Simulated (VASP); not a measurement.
A cell of In (bct) near equilibrium:

```
CELL_PARAMETERS angstrom
     -1.60528     1.60528     2.47393
      1.60528    -1.60528     2.47393
      1.60528     1.60528    -2.47393
ATOMIC_POSITIONS crystal
  In 0.00000 0.00000 0.00000
```

The numbers are results of PBEsol GGA, VASP's PBE PAW potentials (set 64) (plane waves; VASP), not measurements.

```tsv
run	ΔE (meV/atom)	σxx	σyy	σzz	largest shear component, with its sign (GPa)	largest force (eV/Å)
as it is	0.0	0.01	0.01	0.05	0.00	0.000
after one change	32.9	5.45	5.45	3.60	0.00	0.000
```
Stress is in GPa, positive when the cell is compressed.

Question: Name the change that produced these shifts.
A) uniaxial strain of +3.0 % along y
B) biaxial strain of -4.0 % in the xy plane
C) isotropic strain of -3.0 %
D) isotropic strain of -2.0 %

Answer: B, biaxial strain of -4.0 % in the xy plane

The compound is In in the bct structure.
